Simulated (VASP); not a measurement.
Consider the following.

```yaml
crystal:
  lattice:
    - [0.00000, 2.44331, 2.44331]
    - [2.44331, 0.00000, 2.44331]
    - [2.44331, 2.44331, 0.00000]
  atoms:
    - { symbol: Pb, position: [0.00000, 0.00000, 0.00000] }
```

Calculation: r2SCAN meta-GGA, VASP's PBE PAW potentials (set 64) (plane waves; VASP). Settings: 520 eV cut-off, 13×13×13 Γ-centred mesh, first-order Methfessel-Paxton smearing of 0.10 eV, potentials Pb_d.

**Question.** Give the stress tensor in GPa (positive for a compressed cell).

**Answer.** 
```
3.29  0.00  0.00
0.00  3.29  0.00
0.00  0.00  3.29
```
The pressure is its mean diagonal, 3.29 GPa.

The compound is Pb in the fcc structure. This cell is one point of a volume scan, at 0.94 of the reference volume.
